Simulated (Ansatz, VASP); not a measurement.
# Li2HfN2: VASP beside Ansatz, part 2 of 2

Wanted: the spread between two codes on one cell, functional and k mesh. The cell is taken from a series of runs on this material, whose earlier steps may have relaxed, scaled, displaced or heated it; both programs get it as it stands.

VASP 6.6.1 and Ansatz 0.2.0.

So far: The starting structure; VASP: relaxation of cell and atoms, LDA.

## Step 3: Ansatz: relaxation of cell and atoms, LDA

Level of this step: Ansatz beside VASP: Kohn-Sham DFT, plane waves, LDA (Ansatz).

Ansatz runs on its default PAW (the set named soft_2) files.

The same cell, functional (in two slightly different forms) and mesh now go to Ansatz, which takes its cutoff from its data sets.

The input, input.yaml:

```yaml
crystal:
  lattice:
    - [3.1987609208, 2.9e-09, 0.0]
    - [-1.5993804629, 2.7702082166, 0.0]
    - [0.0, 0.0, 5.3347999559]
  atoms:
    - { symbol: Li, position: [0.6666666667, 0.3333333333, 0.3834555843] }
    - { symbol: Li, position: [0.3333333333, 0.6666666667, 0.6165444157] }
    - { symbol: Hf, position: [0.0, 0.0, 0.0] }
    - { symbol: "N", position: [0.6666666667, 0.3333333333, 0.7765702339] }
    - { symbol: "N", position: [0.3333333333, 0.6666666667, 0.2234297661] }
kpoints:
  mp_grid: { grid: [9, 9, 6] }
hamiltonian:
  xc: lda
scf:
  occupations: { method: fixed }
output:
  forces: true
  stress: true
  eigenvalues: true
relax:
  adjacent_minimum: "off"
  f_tol: 0.001
  max_steps: 60
  cell: { stress_tol: 0.01 }
```

On the command line:

```bash
$ ansatz run input.yaml --threads 2 --pin off --max-ram 5120MiB --backend cpu --events-out ev --progress --plain --runs-dir out
```

Numbers of over 12 decimals in the logs are rounded to 6 here.

Output:

```text
Engine: ansatz 0.2.0, x86_64-unknown-linux-gnu
Pseudopotentials: kind: paw
Pseudopotential: Li, paw, valence charge 3, recommended cutoff 420 eV (normal), Li.paw.azcp
Pseudopotential: Hf, paw, valence charge 26, recommended cutoff 420 eV (normal), Hf.paw.azcp
Pseudopotential: N, paw, valence charge 5, recommended cutoff 420 eV (normal), N.paw.azcp
Functional definition: SPW92
  exchange = slater_x
  correlation = pw_c
Crystal: 5 atoms, lattice volume = 47.273 Å³
Basis set: ecut = 420 eV, 953 PW (Γ)
Bands: 26, of which v1, the nominal top of the filled ones, is band 21 counted from 1 (20 counted from 0)
Symmetry: 12 space group operations
Space group: P-3m1 (ITA 164), of the structure as read, at distance tolerance 3.6e-5 Å
k-points: 62 of 486
Non-local potential: Li, projectors of the file, l = 0: 3, l = 1: 2, l = 2: 1
Non-local potential: Hf, projectors of the file, l = 0: 3, l = 1: 2, l = 2: 2, l = 3: 3
Non-local potential: N, projectors of the file, l = 0: 2, l = 1: 2, l = 2: 1
PAW form: soft (Blöchl's): semilocal exchange-correlation on the pseudo side does not see the compensation charge
PAW frozen core: Hf, regenerated for the run's functional, and the local potential with it (the file was generated under x = pbe(κ = 0.804, μ = 0.219515), c = pbe(β = 0.066725))
PAW frozen core: N, regenerated for the run's functional, and the local potential with it (the file was generated under x = pbe(κ = 0.804, μ = 0.219515), c = pbe(β = 0.066725))
PAW one-centre angular grid: Li, 110 points (default); XC on 64 Gauss nodes
PAW one-centre angular grid: Hf, 590 points (default); XC on 64 Gauss nodes
PAW one-centre angular grid: N, 110 points (default); XC on 64 Gauss nodes
Initial density: superposition of atomic densities (neutral atoms: chi_scale 0, normalization atom), corrected by the library's trained network
Initial wavefunctions: pseudopotential atomic-orbital guess
Functional: x = slater, c = lda
SCF iter   1: F=—  HF=-16634.657006 eV  |F-HF|=—  |Δ(HF+E_count)|=         —  Δρ=1.40e-2  dr2=1.02e-1  ethr=1.77e-3  ⟨swp⟩=3.9  Hψ=5129  notcnv=0  defer=131
preconditioner: auto → Resta (q_TF=auto, 2.675 Å⁻¹)  ε∞=4.7  [insulator: Δε(μ)=1.594 eV  Ē_g=16.840 eV  n_scr=22 (ndim 8)  ℏωp=32.4 eV  f_vac=0.013  ε∞_Penn≈4.7]
SCF iter   2: F=—  HF=-16634.625902 eV  |F-HF|=—  |Δ(HF+E_count)|=   3.11e-2  Δρ=4.50e-3  dr2=3.35e-3  ethr=2.42e-4  ⟨swp⟩=2.1  Hψ=2536  notcnv=0  defer=181
SCF iter   3: F=—  HF=-16634.623669 eV  |F-HF|=—  |Δ(HF+E_count)|=   2.23e-3  Δρ=2.12e-3  dr2=1.13e-3  ethr=7.97e-6  ⟨swp⟩=2.0  Hψ=2941  notcnv=0  defer=182
SCF iter   4: F=—  HF=-16634.623229 eV  |F-HF|=—  |Δ(HF+E_count)|=   4.41e-4  Δρ=5.97e-4  dr2=1.34e-4  ethr=2.70e-6  ⟨swp⟩=2.0  Hψ=2895  notcnv=0  defer=180
SCF iter   5: F=—  HF=-16634.623155 eV  |F-HF|=—  |Δ(HF+E_count)|=   7.41e-5  Δρ=2.35e-4  dr2=2.36e-5  ethr=3.19e-7  ⟨swp⟩=2.1  Hψ=2555  notcnv=0  defer=62
SCF iter   6: F=—  HF=-16634.623145 eV  |F-HF|=—  |Δ(HF+E_count)|=   9.21e-6  Δρ=4.27e-5  dr2=7.19e-7  ethr=5.62e-8  ⟨swp⟩=2.0  Hψ=2781  notcnv=0  defer=62
SCF iter   7: F=-16634.623145 eV  HF=-16634.623145 eV  |F-HF|=3.62e-8  |Δ(HF+E_count)|=   9.51e-9  Δρ=9.57e-6  dr2=5.44e-8  ethr=2.38e-10  ⟨swp⟩=10.1  Hψ=7843  notcnv=0
SCF 1 converged in 7 iterations: F = -16634.623145 eV  dr2 = 5.44e-8
  greatest PAW one-centre occupation: 1.001 electrons in one spin orbital (limit 2), on the Li atom at site 1 (counted from 0), in its partial waves of l = 0
relax step   1: F+E_penalty+E_count = -16634.62314542 eV  Δ(F+E_penalty+E_count) = +0.000e0 eV  max|allowed force component| = 7.194e-4 eV/Å  Δτ_max = 0.0000 Å  P = -0.006 GPa  Ω = 47.273 Å³  (7 SCF iters, dr2 threshold 1.00e-7 eV, accepted)
Initial density: handed on by an earlier stage of this run
Initial wavefunctions: pseudopotential atomic-orbital guess (no wavefunctions were taken with the density)
iter 1 solved again at ethr=2.49e-8 eV; its pass at ethr=3.10e-3 eV (dr2=1.04e-5 eV) is discarded
SCF iter   1: F=—  HF=-16634.623148 eV  |F-HF|=—  |Δ(HF+E_count)|=         —  Δρ=9.62e-6  dr2=5.49e-8  ethr=2.49e-8  ⟨swp⟩=3.2  Hψ=9842  notcnv=0  defer=176
preconditioner: auto → Resta (q_TF=auto, 2.675 Å⁻¹)  ε∞=4.7  [insulator: Δε(μ)=1.770 eV  Ē_g=16.832 eV  n_scr=22 (ndim 8)  ℏωp=32.4 eV  f_vac=0.015  ε∞_Penn≈4.7]
SCF iter   2: F=—  HF=-16634.623145 eV  |F-HF|=—  |Δ(HF+E_count)|=   2.53e-6  Δρ=4.19e-6  dr2=1.29e-8  ethr=1.31e-10  ⟨swp⟩=2.1  Hψ=2798  notcnv=0  defer=121
SCF iter   3: F=—  HF=-16634.623145 eV  |F-HF|=—  |Δ(HF+E_count)|=   1.19e-9  Δρ=2.57e-6  dr2=4.48e-9  ethr=3.08e-11  ⟨swp⟩=2.8  Hψ=2441  notcnv=0  defer=121
SCF iter   4: F=—  HF=-16634.623145 eV  |F-HF|=—  |Δ(HF+E_count)|=  1.60e-10  Δρ=8.17e-7  dr2=2.33e-10  ethr=1.07e-11  ⟨swp⟩=2.0  Hψ=2832  notcnv=0  defer=121
SCF iter   5: F=—  HF=-16634.623145 eV  |F-HF|=—  |Δ(HF+E_count)|=  2.95e-10  Δρ=2.16e-7  dr2=3.90e-11  ethr=1.00e-12  ⟨swp⟩=2.0  Hψ=2847  notcnv=0  defer=121
SCF iter   6: F=—  HF=-16634.623145 eV  |F-HF|=—  |Δ(HF+E_count)|=  3.64e-12  Δρ=5.33e-8  dr2=2.24e-12  ethr=1.00e-12  ⟨swp⟩=1.0  Hψ=1552  notcnv=0  defer=121
SCF iter   7: F=-16634.623145 eV  HF=-16634.623145 eV  |F-HF|=3.64e-12  |Δ(HF+E_count)|=    0.00e0  Δρ=1.36e-8  dr2=7.15e-14  ethr=1.00e-12  ⟨swp⟩=10.5  Hψ=8239  notcnv=0
SCF 2 converged in 7 iterations: F = -16634.623145 eV  dr2 = 7.15e-14
relax step   2: F+E_penalty+E_count = -16634.62314545 eV  Δ(F+E_penalty+E_count) = -2.442e-8 eV  max|allowed force component| = 6.515e-4 eV/Å  Δτ_max = 0.0000 Å  P = -0.007 GPa  Ω = 47.273 Å³  stress off target by 6.92e-3 GPa  SCF on the basis re-selected at this cell (its energy is not comparable with the rows above)  (7 SCF iters)
basis re-selected at this cell: Δ(F+E_penalty+E_count) = -2.442e-8 eV, ΔP = -0.001 GPa vs the last step (what re-selecting the basis moved, of the pressure what is left beyond the Pulay correction that the steps carried, after the strain that the cell walked since its last selection, with what the two solves' SCF thresholds leave and, on support functions, any second-order correction that the steps lacked; it is no m [...]
SCF converged after 7 iterations
Free energy (F): -16634.623145 eV
Harris-Foulkes:  -16634.623145 eV  (|F-HF|=3.64e-12)
Internal energy: -16634.623145 eV  (E = F + TS)
E sigma→0 (E₀):  -16634.623145 eV
Fermi energy:    12.682662 eV
--- Per-component energies (eV) ---
  E_band       = -170.502012
  E_kinetic    = 734.109246
  E_local      = -7284.450013  (includes V_loc(G=0)·N_el)
  E_nonlocal   = -1203.258437
  E_hartree    = 3341.993675
  E_xc         = -441.321587
  E_vxc        = -450.987028  (∫ρ·V_xc dr)
  E_paw        = -6959.770049  (= ΣΔE_a)
  E_vpaw       = 1350.096617  (= ΣTr[D̂ρ^β])
  E_aug_tail   = 0.000249  (compensation charges beyond the density's cutoff)
  E_ewald      = -4824.543560
  E_core_change = 2.617331  (= ΣΔE_core)
  E_smearing   = -0.000000  (= −TS)
  E_closure    = -0.000000  (closes the sum)
  Σ components = -16634.623145   (vs F -16634.623145, Δ=0.00e0)
--- Forces (eV/Å), atoms counted from 1 ---
  atom   1  Li     0.00000000     0.00000000    -0.00029714
  atom   2  Li    -0.00000000    -0.00000000     0.00029714
  atom   3  Hf    -0.00000000     0.00000000     0.00000000
  atom   4  N     -0.00000000    -0.00000000    -0.00065152
  atom   5  N      0.00000000     0.00000000     0.00065152
  max |Σ_I F_I| component: 1.39e-17 eV/Å
--- Stress (GPa, compression-positive) ---
       -0.006920       0.000000       0.000000
        0.000000      -0.006920      -0.000000
        0.000000      -0.000000      -0.006439
  P = ⅓ Tr σ = -0.0068 GPa (-0.068 kbar)
--- Band table (eV; the first three rows and the last of 62) ---
  k-point 0: bands = [... 17 lower, 9.6785, 12.2816, 12.6827, 12.6827, 16.1322, 16.1322, 16.5610, 17.7214, ... 1 higher]
  k-point 1: bands = [... 17 lower, 9.6987, 11.8995, 12.6255, 12.6255, 16.1066, 16.1066, 16.7120, 18.0066, ... 1 higher]
  k-point 2: bands = [... 17 lower, 9.7413, 11.0975, 12.5115, 12.5115, 16.0559, 16.0559, 16.9850, 18.7214, ... 1 higher]
  k-point 61: bands = [... 17 lower, 9.1199, 10.0926, 10.5150, 10.5150, 16.8888, 17.2839, 17.2839, 18.7169, ... 1 higher]
--- Relaxed structure (1 steps of the walk, 1 accepted, 1 SCFs on fresh bases) ---
  F+E_penalty+E_count = -16634.62314545 eV   max|allowed force component| = 6.515e-4 eV/Å   (the final SCF, on the basis selected at the relaxed cell)
  cell:  # Å, volume = 47.2729 Å³
    - [3.198761, 2.8933755526776432e-9, 0.0]
    - [-1.599380, 2.770208, 0.0]
    - [0.0, 0.0, 5.3347999559]
  atoms:
    - { symbol: Li, position: [0.666667, 0.333333, 0.383456] }
    - { symbol: Li, position: [0.333333, 0.666667, 0.6165444157] }
    - { symbol: Hf, position: [0.0, 0.0, 0.0] }
    - { symbol: N, position: [0.666667, 0.333333, 0.7765702339] }
    - { symbol: N, position: [0.333333, 0.666667, 0.2234297661] }
```

In the SCF lines HF is the Harris–Foulkes energy and dr2 the Hartree energy of the density residual, in eV; the loop may stop once dr2 is under the threshold and the program's other checks hold. Hψ counts applications of the Hamiltonian.

## Step 4: Differences

Known differences besides the potentials themselves: fixed occupations in Ansatz, narrow Gaussian smearing in VASP; the data sets hold 42 valence electrons in Ansatz (on its default PAW (the set named soft_2) files) and 26 in VASP; the cutoff is 420 eV in Ansatz and 750 eV in VASP; VASP's log shows a relativistic correction to its local exchange, Ansatz's none; Ansatz adds a Pulay correction to the stress that steers its cell, VASP none. Total energies have different zeros and are not compared.

The two programs side by side:

| quantity | Ansatz | VASP | difference |
| --- | --- | --- | --- |
| volume (Å³) | 47.27 | 47.05 | +0.47 % |
| edge a after relaxation, in the typed setting (Å) | 3.199 | 3.194 | +0.16 % |
| edge c after relaxation, in the typed setting (Å) | 5.335 | 5.327 | +0.15 % |

## Step 5: Outcome

```
difference in volume (relaxation of cell and atoms, LDA) : 0.47 %
```

In words: The difference in volume is 0.47 % (relaxation of cell and atoms, LDA), within the 1.2 % picked in this series as the mark of a large difference, as far as the stopping tolerances let one tell. The data sets hold unlike numbers of valence electrons (42 in Ansatz and 26 in VASP), so part of the differences comes from the potentials. 1 further run of this series is not shown here. How closely two codes agree says nothing of how well the functional describes the real material.

[Lines on the potential files, build, host, timing and source positions are cut from VASP's logs without a mark.]

[Logs are printed without paths, hosts, clocks, repeated set-up lines and the standing remarks that a program may print on its own settings, such as how far it seeks lower states.]

[Hosts, paths, dates, database ids (printed as entryN), source tags and the programs' standing remarks are cut or masked in the printed files.]
